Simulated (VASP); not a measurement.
**CsPbBr3: energy against strain**

CsPbBr3 (cubic perovskite, Pm-3m, 40.517 Å³/atom and stress up to 0.01 GPa in the relaxed cell, cube axes along x, y and z) under a strain ε along a cube axis (axis z), the other axes held. PBEsol in VASP (plane waves, PAW), 480 eV, 6×6×6 Γ-centred mesh, Gaussian smearing 0.05 eV; ions are relaxed, or left where forces stay under 0.02 eV/Å, within the symmetry of each cell.

Here s stands for strain and y for E less E0.

```
strain (%)  E less E0 (meV/atom)
----------  --------------------
-1.50                       1.60
-1.00                       0.71
-0.50                       0.18
0.00                        0.00
0.50                        0.15
1.00                        0.60
1.50                        1.35
3.00                           ?
```

The 7 complete rows are fitted with a parabola, y against s. Least squares gives y = 0.000 - 0.0714·s + 0.6552·s². Residuals (row less fit): 0.019, -0.017, -0.020, 0.000, 0.022, 0.016, -0.017; standard error 0.023 (degrees of freedom: 4). Twice the quadratic coefficient over the volume, 2 × 0.6552 meV × 10⁴ × 0.1602 / 40.517 Å³, is the elastic constant C11 = 51.8 ± 0.8 GPa (± standard error of the fit, which holds the terms cut off).

Question: Estimate the missing y (s = 3.00); what did the run itself give?

Answer: y = 0.000 - 0.0714 × 3.0 + 0.6552 × 3.0² = 5.683 meV/atom. The calculation gives 5.14 meV/atom, 0.543 meV/atom below the prediction (10.6 % of the range of y in the table). The row lies outside the fitted rows, so this is an extrapolation. From the scatter of the fitted rows alone, a prediction at this place has a standard error of 0.086 meV/atom, so the miss is 6.3 times that.

A polynomial of degree 3 through the 12 other runs of the series gives 5.12 there, so most of the miss is curvature that the fit leaves out. The primitive cell can neither tilt nor turn polar against its symmetry, as such crystals can under strain. Spin-orbit coupling is left out, which can shift these values for the heavy elements here. CsPbBr3 is here the ideal cubic form; the compound distorts at low or room temperature. Rows are the converged runs of the series near zero and its far end, less any whose ions stayed unrelaxed beside relaxed ones; series whose fitted rows scatter by over a few per cent of the range, as at a crossing or softening among them, aren't shown in this form. Most that stay on the fit to the last digits aren't either.
